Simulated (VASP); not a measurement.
## Ca$_{3}$In (space group Fm-3m): computed properties

All values below come from PBEsol GGA, VASP's PBE PAW potentials (set 64) (plane waves; VASP).

| Quantity | Value |
|---|---|
| space group | Fm-3m (225) |
| cell | a = b = c = 7.933 Å, α = β = γ = 90.00° |
| volume per atom | 31.20 Å^3/atom |
| band gap (over mesh and band path) | none (metal, semimetal or under 0.01 eV) |
| density | 3.13 g/cm³ |

Ca3In is modelled in the cubic space group Fm-3m (No. 225), Pearson symbol cF16. Lattice parameters: a = b = c = 7.933 Å, α = β = γ = 90.00°. Ca1 on 8c sees 4 In at 3.435 Å and 4 Ca at 3.435 Å and 6 Ca at 3.966 Å. Ca2 on 4b is surrounded by 8 Ca at 3.435 Å and 6 In at 3.966 Å. In on 4a sees 8 Ca at 3.435 Å and 6 Ca at 3.966 Å. (Neighbours: up to the widest gap in distance over summed covalent radii, below 1.35, at either atom.)
(The calculation used a cell of 4 atoms; values per cell refer to that cell.)

Unless said otherwise, spin-orbit coupling is left out, though it shifts the bands of the heavy elements here.

The structure comes from a computed database's Ca3In entry (Fm-3m); how it stands against other phases isn't given here. It was relaxed first, which changed the volume by -5 %. Symmetry was kept, so distortions that lower it aren't found. The electron count is odd and the run is not spin-polarised, which forces a metal.
